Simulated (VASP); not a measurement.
These are PBEsol GGA, VASP's PBE PAW potentials (set 64) (plane waves; VASP 6.6.1) values and carry that method's errors.

VASP ran on this input.

**KPOINTS**
```
kpoints
0
Gamma
  8 8 8
0 0 0
```

**INCAR**
```
ALGO = Normal
EDIFF = 1E-6
EDIFFG = -0.02
ENCUT = 520
GGA = PS
IBRION = 2
ISIF = 3
ISMEAR = 1
LASPH = T
LCHARG = F
LREAL = F
LWAVE = F
NELM = 100
NSW = 60
PREC = Accurate
SIGMA = 0.1
SYSTEM = CaC6
```

File POSCAR:
```
CaC6
1
    4.6141516661    -2.1643909967    -0.0208429919
    4.6141516661     2.1643909967    -0.0208429919
    3.6152082754     0.0000000000     3.5924487931
Ca C
1 6
Direct
  0.0000000000   0.0000000000   0.0000000000
  0.1668143482   0.8331856518   0.5000000000
  0.5000000000   0.1668143482   0.8331856518
  0.8331856518   0.5000000000   0.1668143482
  0.8331856518   0.1668143482   0.5000000000
  0.5000000000   0.8331856518   0.1668143482
  0.1668143482   0.5000000000   0.8331856518
```

POTCAR, in this order: Ca_sv C (PBE.64 set). Program: vasp_std.

**Question.** What will the output report for the number of irreducible k-points (NKPTS), number of bands (NBANDS), largest plane-wave count, number of space-group operations, FFT grid (NGX, NGY, NGZ)?

**Answer.** 
number of irreducible k-points (NKPTS): 65
number of bands (NBANDS): 21
largest plane-wave count: 1954
number of space-group operations: 12
FFT grid (NGX, NGY, NGZ): 40 × 40 × 40

The compound is CaC6 in the sg166 structure. It was relaxed first. The start is the result of an earlier pass.
